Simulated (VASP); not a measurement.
# Al15CrN16 (a cell with a defect) in VASP: notebook, part 3 of 3

VASP 6.6.1. The steps go on from the part before.

## 5. Single point, PBEsol+U, collinear spin, ferromagnetic start

File INCAR:

```
SYSTEM = Al15CrN16
  PREC = Accurate
  ENCUT = 450
  EDIFF = 1E-5
  ISMEAR = 0
  SIGMA = 0.03
  LREAL = Auto
  LASPH = .TRUE.
  NELM = 120
  ALGO = Normal
  ISIF = 2
  LWAVE = .FALSE.
  LCHARG = .FALSE.
  ISPIN = 2
  MAGMOM = 4 0 0 0 0 0 0 0 0 0 0 0 0 0 0 0 0 0 0 0 0 0 0 0 0 0 0 0 0 0 0 0
  LORBIT = 11
  NUPDOWN = 4
  LMAXMIX = 4
  LDAU = .TRUE.
  LDAUTYPE = 2
  LDAUL = 2 -1 -1
  LDAUU = 3 0 0
  LDAUJ = 0 0 0
  LDAUPRINT = 1
  GGA = PS
  NELECT = 138.0
  ISYM = 0
  KPAR = 4
```

File KPOINTS:

```
Automatic mesh
0
G
  3 3 2
  0 0 0
```

File POSCAR:

```
Al15CrN16                               
1.0
    6.2200008610      0.0000000000      0.0000000000
   -3.1100004305      5.3866787572      0.0000000000
    0.0000000000      0.0000000000      9.9600000000
  Cr              Al              N             
     1    15    16
Direct
     0.3321905102011829    0.1637105495023466    0.0045417066304195
     0.3334763087843919    0.1661712947327917    0.4957877750345173
     0.3309120174643073    0.6639964349081412    0.9992793127608838
     0.3343369147548316    0.6673111089802554    0.5005538640665748
     0.8356097697389083    0.1713413972006480    0.9979603044496955
     0.8335530413315875    0.1665293564262927    0.5006692092258509
     0.8323095378922829    0.6627107826826266    0.9994407517348270
     0.8334510302618960    0.6672008498394192    0.5005795594531783
     0.1675134680574501    0.3334689481234862    0.2513957107011418
     0.1679599627023180    0.3343699010008359    0.7498332733714207
     0.1664242730298323    0.8319747145509598    0.2512590559229949
     0.1663699421969587    0.8325920744706820    0.7507710027581569
     0.6668998507081780    0.3337630524957806    0.2512910995604079
     0.6668243918776746    0.3340062505325274    0.7497396122326638
     0.6672391459046575    0.8340325931497140    0.2481978517293478
     0.6674524289893385    0.8344328571273121    0.7514767012306524
     0.3333659583332735    0.1652795754222669    0.2124120118961614
     0.3333863313397462    0.1661726386694269    0.6877423849647070
     0.3332505688879848    0.6660686370875347    0.1917307659005404
     0.3366355196360801    0.6688043891958740    0.6893348156023105
     0.8344209011815368    0.1681364680695205    0.1907596607625888
     0.8332179948483286    0.1655702236619873    0.6895474088313043
     0.8336583867361608    0.6664292203927028    0.1918006231471384
     0.8323967536039857    0.6684985655842026    0.6893605307963042
     0.1652203333577236    0.3352485089337684    0.4429079534491381
     0.1610314335548350    0.3416613540705012    0.9356691164459463
     0.1647961510552780    0.8290903199131336    0.4427689854729330
     0.1565945606107179    0.8136089538130949    0.9373465132282109
     0.6707969542277058    0.3353069814128259    0.4428777827932553
     0.6811125872322361    0.3416413489897642    0.9357838378189789
     0.6672102868853552    0.8338845462201017    0.4393024176844686
     0.6674916846132557    0.8343731028395003    0.9419984003432971
```

Potentials or basis: VASP PAW PBE potentials, release 64 (Cr_pv, Al, N).

On the command line:

```sh
$ cat potpaw_PBE.64/Cr_pv/POTCAR potpaw_PBE.64/Al/POTCAR potpaw_PBE.64/N/POTCAR > POTCAR
$ mpirun -np 4 vasp_std > vasp.out
```

OUTCAR:

```text
SYSTEM = Al15CrN16
   PREC = Accurate
   ENCUT = 450
   EDIFF = 1E-5
   ISMEAR = 0
   LREAL = Auto
   LASPH = .TRUE.
   NELM = 120
   ISIF = 2
   ISPIN = 2
   LORBIT = 11
   NUPDOWN = 4
   GGA = PS
   NELECT = 138.0
   ISYM = 0

 ion  position               nearest neighbor table
   1  0.332  0.164  0.005-  30 2.00  28 2.00  26 2.00  17 2.07  11 3.04   9 3.05  13 3.05  12 3.09
                             3 3.10   7 3.11   5 3.11  14 3.11  10 3.11   7 3.11   5 3.11   3 3.12
   2  0.333  0.166  0.496-  27 1.89  25 1.89  29 1.89  18 1.91   9 3.02  13 3.03  11 3.03  14 3.10
                            10 3.10   4 3.11   8 3.11   6 3.11   6 3.11  12 3.11   8 3.11   4 3.11
   3  0.331  0.664  0.999-  26 1.85  28 1.85  32 1.90  19 1.92  10 3.05  12 3.06  16 3.06  15 3.07
                             5 3.07   9 3.08  11 3.08   7 3.10   1 3.10   1 3.12   7 3.12   5 3.15
   4  0.334  0.667  0.501-  27 1.88  25 1.88  20 1.88  31 1.89  11 3.06  10 3.06   9 3.06  12 3.07
                            16 3.08  15 3.09   8 3.10   6 3.11   2 3.11   2 3.11   6 3.11   8 3.12
[... 2016 lines left out ...]
 -----------------------------------------------------------------------------------
    total drift:                               -0.000761     -0.002888     -0.049514

  FREE ENERGIE OF THE ION-ELECTRON SYSTEM (eV)
  ---------------------------------------------------
  free  energy   TOTEN  =      -242.1222649042 eV

  energy  without entropy=     -242.1222649042  energy(sigma->0) =     -242.12226490

 total charge

# of ion       s       p       d       tot
------------------------------------------
    1        0.322   6.351   4.195  10.868
    2        0.370   0.443   0.000   0.813
    3        0.375   0.456   0.000   0.831
    4        0.375   0.456   0.000   0.831
    5        0.374   0.453   0.000   0.826
    6        0.375   0.456   0.000   0.831
[... 24 lines left out ...]
   31        1.224   2.619   0.000   3.843
   32        1.223   2.613   0.000   3.836
--------------------------------------------------
tot         25.531  55.087   4.195  84.813

 magnetization (x)

# of ion       s       p       d       tot
------------------------------------------
    1        0.026   0.073   3.310   3.409
    2        0.000   0.000   0.000   0.000
    3        0.004   0.005   0.000   0.009
    4        0.000   0.000   0.000   0.000
    5        0.004   0.005   0.000   0.009
    6        0.000   0.000   0.000   0.000
[... 24 lines left out ...]
   31        0.000   0.000   0.000   0.000
   32        0.000   0.003   0.000   0.004
--------------------------------------------------
tot          0.043   0.128   3.310   3.481
```

OSZICAR:

```text
N       E                     dE             d eps       ncg     rms          rms(c)
DAV:   1     0.680962771778E+03    0.68096E+03   -0.61000E+04  3704   0.129E+03
DAV:   2    -0.212992317046E+03   -0.89396E+03   -0.86484E+03  4464   0.285E+02
[... 13 lines left out ...]
DAV:  16    -0.242127909251E+03    0.22187E-03   -0.30479E-04  4096   0.514E-02    0.364E-01
DAV:  17    -0.242127548773E+03    0.36048E-03   -0.54967E-04  3800   0.388E-02    0.360E-01
DAV:  18    -0.242125482996E+03    0.20658E-02   -0.18245E-02  4432   0.212E-01    0.351E-01
DAV:  19    -0.242122192199E+03    0.32908E-02   -0.54705E-02  4512   0.364E-01    0.349E-01
DAV:  20    -0.242122262194E+03   -0.69995E-04   -0.18644E-03  4208   0.106E-01    0.348E-01
DAV:  21    -0.242122264904E+03   -0.27101E-05   -0.78472E-05  3472   0.214E-02
   1 F= -.24212226E+03 E0= -.24212226E+03  d E =-.590627E-12  mag=     4.0000
```

Wall time 7.9 min (4 MPI ranks of AMD EPYC 7R13 (Zen 3), shared host); peak memory 0.7 GiB.

What came out:

```
Free energy                                           : -242.1223 eV
Largest force                                         : 0.763 eV/Å
Net moment                                            : 4.00 μB per cell
Site moments                                          : Cr +3.41; Al +0.00, +0.01; N -0.01, -0.00, +0.00, +0.01 μB
Valence electrons inside the program's atomic spheres : Cr 10.87; Al 0.81, 0.83, 0.82; N 3.85, 3.83, 3.84, 3.86
```

Forces on the atoms (eV/Å):
```
Cr   0.041 -0.168  0.743
Al   0.002 -0.002  0.111
Al   0.015  0.139 -0.202
Al   0.032  0.003  0.029
Al   0.054 -0.078 -0.119
Al   0.005 -0.028  0.026
Al   0.023  0.261 -0.219
Al  -0.033  0.009  0.027
Al  -0.250  0.039 -0.036
Al  -0.154  0.074  0.117
Al   0.006 -0.180  0.004
Al  -0.008 -0.159  0.064
Al   0.271  0.026  0.003
Al   0.149  0.096  0.101
Al  -0.002  0.057 -0.082
Al   0.008 -0.018  0.156
N    0.003  0.002 -0.533
N    0.000 -0.016  0.118
N   -0.004 -0.046  0.089
N   -0.038 -0.019 -0.080
N    0.002  0.055  0.161
N   -0.015  0.012 -0.078
N    0.000 -0.065  0.084
N    0.034 -0.016 -0.090
N    0.087 -0.029 -0.039
N   -0.550  0.200 -0.147
N   -0.001  0.077 -0.041
N   -0.055 -0.323 -0.003
N   -0.084 -0.026 -0.033
N    0.476  0.178 -0.063
N    0.002 -0.003  0.009
N   -0.016 -0.054 -0.075
```

Eigenvalues of the final occupation matrices:
```tsv
site	spin	trace	eigenvalues
site 1 d	1	3.77	0.21 0.86 0.87 0.92 0.92
site 1 d	2	0.45	0.04 0.04 0.11 0.13 0.14
```

Caveat: the k mesh is coarse (spacing up to 0.39 Å⁻¹), so the values aren't converged; the cell is charged against a uniform background, so pressure and absolute levels hang on convention; the cutoff is under 1.25 times the usual one of these potentials, so pressure, stress and relaxed cells hold a basis-set (Pulay) error; the PAW data sets were made with another functional, which shifts forces and pressure a little; the total moment is fixed, so each spin has its own Fermi level; only a ferromagnetic start was run, and an antiferromagnetic order may lie lower in energy. The state reached can hang on the start; a lower one may exist.

## 6. Relaxation of the atoms, PBEsol+U, collinear spin, ferromagnetic start (atoms moved at random, drawn with an rms of 0.05 Å)

File INCAR:

```
SYSTEM = Al15CrN16
PREC     = Accurate       ! precision mode
ENCUT    = 450            ! plane-wave cutoff, eV
EDIFF    = 1E-5           ! SCF threshold, eV
ISMEAR   = 0              ! smearing method
SIGMA    = 0.03           ! smearing width, eV
LREAL    = Auto         
LASPH    = .True.         ! aspherical terms in the spheres
NELM     = 120            ! most SCF steps
ALGO     = Normal         ! electronic algorithm
ISIF     = 2              ! what is computed and relaxed
LWAVE    = .False.        ! write WAVECAR
LCHARG   = .False.        ! write CHGCAR
ISPIN    = 2              ! spin polarisation
MAGMOM   = 4 0 0 0 0 0 0 0 0 0 0 0 0 0 0 0 0 0 0 0 0 0 0 0 0 0 0 0 0 0 0 0 ! initial moments
LORBIT   = 11             ! projections on sites
NUPDOWN  = 4              ! fixed moment
LMAXMIX  = 4              ! l up to which the mixer works
LDAU     = .True.         ! DFT+U
LDAUTYPE = 2            
LDAUL    = 2 -1 -1        ! shell
LDAUU    = 3 0 0          ! U, eV
LDAUJ    = 0 0 0        
LDAUPRINT= 1            
GGA      = PS             ! functional
IBRION   = 2              ! ionic algorithm
NSW      = 60             ! ionic steps
EDIFFG   = -0.03          ! ionic threshold
NELECT   = 138.0        
ISYM     = 0            
KPAR     = 4
```

File KPOINTS:

```
Automatic mesh
0
Gamma
  3 3 2
  0 0 0
```

File POSCAR:

```
Al15CrN16
1.0
    6.2200008610      0.0000000000      0.0000000000
   -3.1100004305      5.3866787572      0.0000000000
    0.0000000000      0.0000000000      9.9600000000
Cr Al N
1 15 16
Direct
    0.3348380000      0.1571440000      0.0024100000
    0.3389130000      0.1787790000      0.4978500000
    0.3326130000      0.6662930000     -0.0011870000
    0.3380940000      0.6708760000      0.5003650000
    0.8302800000      0.1647090000      0.0003800000
    0.8336470000      0.1762250000      0.4936960000
    0.8325520000      0.6628620000      0.0019380000
    0.8356880000      0.6661060000      0.5020450000
    0.1714360000      0.3328260000      0.2550670000
    0.1660520000      0.3321490000      0.7496780000
    0.1605280000      0.8285910000      0.2476480000
    0.1653210000      0.8271190000      0.7534490000
    0.6705490000      0.3363820000      0.2496000000
    0.6565400000      0.3304620000      0.7548790000
    0.6764360000      0.8324680000      0.2503540000
    0.6637680000      0.8348840000      0.7447250000
    0.3258330000      0.1626460000      0.1956720000
    0.3368400000      0.1785310000      0.6871210000
    0.3340380000      0.6613450000      0.1945860000
    0.3275630000      0.6621310000      0.6911610000
    0.8358300000      0.1653080000      0.1919770000
    0.8459290000      0.1668730000      0.6864040000
    0.8355880000      0.6746520000      0.1928540000
    0.8413400000      0.6704700000      0.6917470000
    0.1587440000      0.3323350000      0.4429670000
    0.1703890000      0.3407880000      0.9410520000
    0.1704780000      0.8385540000      0.4420350000
    0.1680850000      0.8285560000      0.9383340000
    0.6595110000      0.3258370000      0.4404490000
    0.6721440000      0.3374300000      0.9425140000
    0.6571340000      0.8271340000      0.4463450000
    0.6604080000      0.8269220000      0.9360050000
```

Potentials or basis: VASP PAW PBE potentials, release 64 (Cr_pv, Al, N).

On the command line:

```sh
$ cat potpaw_PBE.64/Cr_pv/POTCAR potpaw_PBE.64/Al/POTCAR potpaw_PBE.64/N/POTCAR > POTCAR
$ mpirun -np 4 vasp_std > vasp.out
```

Wall time 44 min (4 MPI ranks of Intel Xeon Platinum 8259CL at 2.50GHz (Skylake/Cascade Lake), shared host); peak memory 0.77 GiB.

The run converged. Its results:

```yaml
Free_energy: -242.1920 eV
Energy_gained_by_relaxing: 42.3 meV/atom
Ionic_steps: 18
Largest_force_after_relaxing: 0.022 eV/Å
Net_moment: 4.00 μB per cell
Site_moments: Cr +3.46; Al +0.00, +0.01; N -0.01, +0.00, -0.00 μB
Valence_electrons_inside_the_program's_atomic_spheres: Cr 10.86; Al 0.81, 0.84, 0.83, 0.82; N 3.85, 3.83, 3.84
```

Forces on the atoms (eV/Å):
```
Cr   0.011  0.013  0.014
Al  -0.001 -0.006  0.007
Al  -0.007 -0.001 -0.005
Al  -0.001 -0.001 -0.008
Al   0.007  0.007  0.007
Al  -0.002  0.011  0.003
Al   0.002  0.008 -0.010
Al  -0.003  0.002 -0.008
Al  -0.002  0.002 -0.013
Al   0.005  0.004  0.003
Al  -0.003  0.007  0.000
Al   0.005  0.005  0.008
Al  -0.004 -0.006 -0.007
Al   0.006  0.004  0.012
Al  -0.007 -0.009  0.002
Al   0.002 -0.007 -0.003
N   -0.006 -0.001 -0.009
N    0.003  0.003  0.005
N   -0.002 -0.007 -0.008
N    0.003 -0.006  0.005
N   -0.005 -0.013  0.005
N    0.008  0.004  0.008
N   -0.004  0.000 -0.001
N    0.012 -0.001 -0.005
N    0.001 -0.011 -0.003
N    0.005 -0.005 -0.008
N   -0.005 -0.006  0.003
N   -0.003  0.008  0.002
N   -0.007 -0.010  0.001
N    0.002  0.007 -0.005
N   -0.007 -0.002  0.014
N   -0.003  0.007 -0.003
```

The path:
```tsv
step	energy change (eV)	largest force (eV/Å)	pressure (GPa)
1	0.0000	2.7298	8.75
2	-0.9878	1.4482	8.52
3	-1.1862	0.8248	8.18
4	-1.2951	0.3528	8.04
5	-1.2964	0.3244	8.03
6	-1.3234	0.1900	8.07
7	-1.3239	0.2137	8.08
8	-1.3392	0.1296	8.07
9	-1.3410	0.1601	8.07
10	-1.3478	0.0790	8.07
11	-1.3480	0.0858	8.07
12	-1.3500	0.0617	8.07
13	-1.3500	0.0623	8.07
14	-1.3513	0.0488	8.07
15	-1.3514	0.0550	8.07
16	-1.3524	0.0313	8.06
17	-1.3526	0.0376	8.06
18	-1.3530	0.0222	8.06
```

Final structure:
```xyz
32
Lattice="6.2200 0.0000 0.0000 -3.1100 5.3867 0.0000 0.0000 0.0000 9.9600" Properties=species:S:1:pos:R:3 pbc="T T T"
Cr    1.5450    0.8887    0.0515
Al    1.5446    0.8919    4.9535
Al    0.0126    3.5953    9.9590
Al    0.0045    3.5936    4.9840
Al    4.6721    0.9246    9.9398
Al    4.6625    0.8937    4.9838
Al    3.1397    3.5785    9.9408
Al    3.1068    3.5897    4.9849
Al   -0.0212    1.7945    2.5079
Al    0.0030    1.8092    7.4816
Al   -1.5660    4.4694    2.5069
Al   -1.5409    4.4825    7.4815
Al    3.0898    1.7835    2.4987
Al    3.1210    1.8006    7.4612
Al    1.5546    4.4884    2.4708
Al    1.5662    4.4949    7.4833
N     1.5197    0.8765    2.0998
N     1.5556    0.8968    6.8623
N    -0.0038    3.5882    1.9185
N     0.0226    3.6035    6.8615
N     4.6488    0.9012    1.9045
N     4.6762    0.8907    6.8618
N     3.1046    3.5743    1.9048
N     3.1098    3.6028    6.8629
N    -0.0211    1.8059    4.4120
N    -0.0701    1.8713    9.3402
N    -1.5564    4.4658    4.4115
N    -1.5220    4.3848    9.3393
N     3.1139    1.7974    4.4071
N     3.2053    1.8470    9.2923
N     1.5576    4.4892    4.3735
N     1.5774    4.4984    9.3776
```

Eigenvalues of the final occupation matrices:
| site | spin | trace | eigenvalues |
| --- | --- | --- | --- |
| site 1 d | 1 | 3.80 | 0.24 0.86 0.87 0.91 0.92 |
| site 1 d | 2 | 0.43 | 0.03 0.04 0.10 0.12 0.14 |

Caveat: the k mesh is coarse (spacing up to 0.39 Å⁻¹), so the values aren't converged; the cell is charged against a uniform background, so pressure and absolute levels hang on convention; the cutoff is under 1.25 times the usual one of these potentials, so pressure, stress and relaxed cells hold a basis-set (Pulay) error; the PAW data sets were made with another functional, which shifts forces and pressure a little; the total moment is fixed, so each spin has its own Fermi level; only a ferromagnetic start was run, and an antiferromagnetic order may lie lower in energy.

## 7. The runs side by side

```csv
task,spin,U,fixed moment (μB),cell,k mesh,mesh quality,moment (μB),largest force (eV/Å)
relaxation of the atoms,"collinear, zero start",Cr d U = 3 eV,0,"atoms relaxed from: atoms moved at random, drawn with an rms of 0.05 Å",3 × 3 × 2,coarse,0.00,0.02
single point,"collinear, zero start",Cr d U = 5 eV,0,as given,3 × 3 × 2,coarse,0.00,0.53
single point,"collinear, zero start",Cr d U = 3 eV,0,as given,4 × 4 × 2,not flagged,0.00,0.33
single point,"collinear, ferromagnetic start",Cr d U = 3 eV,4,as given,3 × 3 × 2,coarse,4.00,0.76
relaxation of the atoms,"collinear, ferromagnetic start",Cr d U = 3 eV,4,"atoms relaxed from: atoms moved at random, drawn with an rms of 0.05 Å",3 × 3 × 2,coarse,4.00,0.02
```

Alike in all rows: level PBEsol+U; potentials or basis VASP PAW PBE potentials, release 64 (Cr_pv, Al, N); cutoff (eV) 450; smearing gaussian 0.03 eV.

Caveats: some runs use coarse meshes; the cell is charged against a uniform background, so pressure and absolute levels hang on convention; the cutoff is under 1.25 times the usual one of these potentials, so pressure, stress and relaxed cells hold a basis-set (Pulay) error; the PAW data sets were made with another functional, which shifts forces and pressure a little; the total moment is fixed, so each spin has its own Fermi level.

Absolute energies hang on the potentials; compare differences alone.
